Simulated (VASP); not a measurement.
All values below come from PBEsol GGA, VASP's PBE PAW potentials (set 64) (plane waves; VASP).

The input files of a VASP run:

### KPOINTS
```
Automatic mesh
0
Gamma
9 9 13
0 0 0
```

**POSCAR**
```
CoGe2
1.0
  4.4712170753   0.0000000560   0.0000000000
 -2.2356089879   3.8721874720   0.0000000000
  0.0000000000   0.0000000000   2.5494544067
Co Ge
1 2
Cart
  0.0000000000   0.0000000000   2.5494544067
 -0.0000025358   2.5814596241   1.2747272033
  2.2356106232   1.2907279039   1.2747272033
```

**INCAR**
```
ALGO  =  Normal
EDIFF  =  1E-7
ENCUT  =  400
GGA  =  PS
ISIF  =  2
ISMEAR  =  -5
ISPIN  =  2
LASPH  =  .True.
LCHARG  =  .True.
LEFG  =  .True.
LMAXMIX  =  4
LORBIT  =  11
LREAL  =  .False.
LWAVE  =  .False.
MAGMOM  =  1.4 0.0 0.0
NEDOS  =  601
NELM  =  100
PREC  =  Accurate
SYSTEM  =  CoGe2
```

POTCAR, in this order: Co Ge_d (PBE.64 set). Program: vasp_std.

The resulting files:

**OSZICAR**
```
       N       E                     dE             d eps       ncg     rms          rms(c)
DAV:   1     0.231727382944E+03    0.23173E+03   -0.15390E+04  8683   0.371E+03
DAV:   2     0.144896119970E+02   -0.21724E+03   -0.21275E+03  7756   0.589E+02
DAV:   3    -0.168566067057E+02   -0.31346E+02   -0.30926E+02  8841   0.164E+02
DAV:   4    -0.178138936922E+02   -0.95729E+00   -0.95495E+00  8737   0.346E+01
DAV:   5    -0.178404702591E+02   -0.26577E-01   -0.26572E-01 11012   0.496E+00    0.136E+01
DAV:   6    -0.280532061961E+02   -0.10213E+02   -0.76469E+01  8057   0.839E+01    0.336E+01
DAV:   7    -0.164408389120E+02    0.11612E+02   -0.20839E+01  8127   0.671E+01    0.615E+00
DAV:   8    -0.162547020949E+02    0.18614E+00   -0.32566E+00  9370   0.142E+01    0.294E+00
DAV:   9    -0.162594288493E+02   -0.47268E-02   -0.25808E-01  8850   0.426E+00    0.142E+00
DAV:  10    -0.162486944012E+02    0.10734E-01   -0.41234E-02 10320   0.195E+00    0.496E-01
DAV:  11    -0.162478007876E+02    0.89361E-03   -0.64304E-03 10234   0.637E-01    0.163E-01
DAV:  12    -0.162477730567E+02    0.27731E-04   -0.93351E-04  9671   0.191E-01    0.992E-02
DAV:  13    -0.162478507539E+02   -0.77697E-04   -0.16202E-04  9103   0.114E-01    0.595E-02
DAV:  14    -0.162478327663E+02    0.17988E-04   -0.38480E-05  9255   0.493E-02    0.328E-02
DAV:  15    -0.162478133613E+02    0.19405E-04   -0.10767E-05  8749   0.301E-02    0.149E-02
DAV:  16    -0.162477956378E+02    0.17724E-04   -0.39001E-06  9236   0.164E-02    0.287E-03
DAV:  17    -0.162477928986E+02    0.27392E-05   -0.29020E-07  6578   0.417E-03    0.873E-04
DAV:  18    -0.162477922039E+02    0.69469E-06   -0.16614E-08  4200   0.126E-03    0.282E-04
DAV:  19    -0.162477922649E+02   -0.60983E-07   -0.38677E-09  4137   0.689E-04
   1 F= -.16247792E+02 E0= -.16247792E+02  d E =0.000000E+00  mag=     1.5641
```

File OUTCAR:
```
------------------------ aborting loop because EDIFF is reached ----------------------------------------
  FORCE on cell =-STRESS in cart. coord.  units (eV):
  Direction    XX          YY          ZZ          XY          YZ          ZX
  --------------------------------------------------------------------------------------
  Total       -0.0304378     -0.0304378      0.2505376      0.0000000     -0.0000000      0.0000000
  in kB       -1.1048272     -1.1048272      9.0939825      0.0000001     -0.0000000      0.0000000
  external PRESSURE =       2.2947760 kB  Pullay stress =       0.0000000 kB
  volume of cell :       44.14
      direct lattice vectors                 reciprocal lattice vectors
     4.471217075  0.000000056  0.000000000     0.223652750  0.129126005  0.000000000
    -2.235608988  3.872187472  0.000000000    -0.000000003  0.258251957  0.000000000
     0.000000000  0.000000000  2.549454407     0.000000000  0.000000000  0.392240786
 POSITION                                       TOTAL-FORCE (eV/Angst)
 -----------------------------------------------------------------------------------
      0.00000      0.00000      0.00000        -0.000000      0.000000      0.000000
     -0.00000      2.58146      1.27473         0.000000     -0.000000      0.000000
      2.23561      1.29073      1.27473        -0.000000      0.000000      0.000000
 -----------------------------------------------------------------------------------
    total drift:                                0.000000      0.000000      0.000000
  FREE ENERGIE OF THE ION-ELECTRON SYSTEM (eV)
  ---------------------------------------------------
  free  energy   TOTEN  =       -16.2477922649 eV

  energy  without entropy=      -16.2477922649  energy(sigma->0) =      -16.24779226

 total charge

# of ion       s       p       d       tot
------------------------------------------
    1        0.345   0.298   7.347   7.990
    2        1.195   1.116  10.077  12.388
    3        1.195   1.116  10.077  12.388
--------------------------------------------------
tot          2.736   2.530  27.500  32.766

 magnetization (x)

# of ion       s       p       d       tot
------------------------------------------
    1        0.002   0.004   1.439   1.445
    2        0.010   0.043  -0.001   0.051
    3        0.010   0.043  -0.001   0.051
--------------------------------------------------
tot          0.022   0.089   1.436   1.547

 Electric field gradients after diagonalization (V/A^2)
 (convention: |V_zz| > |V_xx| > |V_yy|)
----------------------------------------------------------------------
 ion       V_xx      V_yy      V_zz     asymmetry (V_yy - V_xx)/ V_zz
----------------------------------------------------------------------
   1      -7.382    -7.381    14.763       0.000
   2      10.666    10.651   -21.317       0.001
   3      10.666    10.651   -21.317       0.001
```
(Selected blocks of OUTCAR.)

For a metal the tetrahedron method with Blöchl corrections gives inexact stress and forces.

The structure was generated: CoGe2 was put into the AlB2 type (P6/mmm), which need not be its known phase. It was relaxed first, which changed the volume by -48 %.
